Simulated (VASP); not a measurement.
An input for Quantum ESPRESSO's pw.x (written as the equivalent of a VASP run, and not itself run):

```
&CONTROL
  calculation = 'scf'
  pseudo_dir = './pseudo'
  outdir = './out'
  tprnfor = .true.
  tstress = .true.
/
&SYSTEM
  ibrav = 0
  nat = 4
  ntyp = 2
  ecutwfc = 84
  occupations = 'smearing'
  smearing = 'gaussian'
  degauss = 0.003675
  input_dft = 'pbe'
/
&ELECTRONS
  conv_thr = 7.3e-08
  electron_maxstep = 100
/
ATOMIC_SPECIES
  Mg 24.305 Mg.upf
  Te 127.600 Te.upf
CELL_PARAMETERS angstrom
     2.3205000   -4.0192240    0.0000000
     2.3205000    4.0192240    0.0000000
     0.0000000    0.0000000    7.5378000
ATOMIC_POSITIONS crystal
  Mg   0.6666670  0.3333330  0.5000000
  Mg   0.3333330  0.6666670  0.0000000
  Te   0.6666670  0.3333330  0.8760000
  Te   0.3333330  0.6666670  0.3760000
K_POINTS automatic
  5 5 3 0 0 0
```

**Question.** Translate this input to VASP (INCAR, KPOINTS, POSCAR, choice of POTCAR).

**Answer.** One answer among several that fit: 
### POSCAR
```
MgTe
1.0
  2.3205000000  -4.0192240000   0.0000000000
  2.3205000000   4.0192240000   0.0000000000
  0.0000000000   0.0000000000   7.5378000000
Mg Te
2 2
Cart
  2.3205000000  -1.3397440128   3.7689000000
  2.3205000000   1.3397440128   0.0000000000
  2.3205000000  -1.3397440128   6.6031128000
  2.3205000000   1.3397440128   2.8342128000
```

INCAR:
```
LCHARG  =  .FALSE.
GGA  =  PE
ALGO  =  Normal   # blocked Davidson
LMAXMIX  =  4
ENCUT  =  400
LREAL  =  .FALSE.
SYSTEM  =  MgTe
ISMEAR  =  0   # Gaussian
LWAVE  =  .FALSE.
SIGMA  =  0.05
LASPH  =  .TRUE.
EDIFF  =  1E-6
ISIF  =  2
NELM  =  100   # most electronic steps
PREC  =  Accurate
```

**KPOINTS**
```
Automatic mesh
0
Gamma
5 5 3
0 0 0
```

POTCAR, in this order: Mg Te (PBE.64 set). Program: vasp_std.

What does not carry over: the potentials are each code's own (VASP's PAW set, PseudoDojo norm-conserving files in pw.x), so ENCUT and ecutwfc are chosen apart and not converted; conv_thr bounds pw.x's estimated SCF error, while EDIFF bounds the energy change between steps.

The compound is MgTe in the wurtzite structure. The cell was not relaxed at this level.
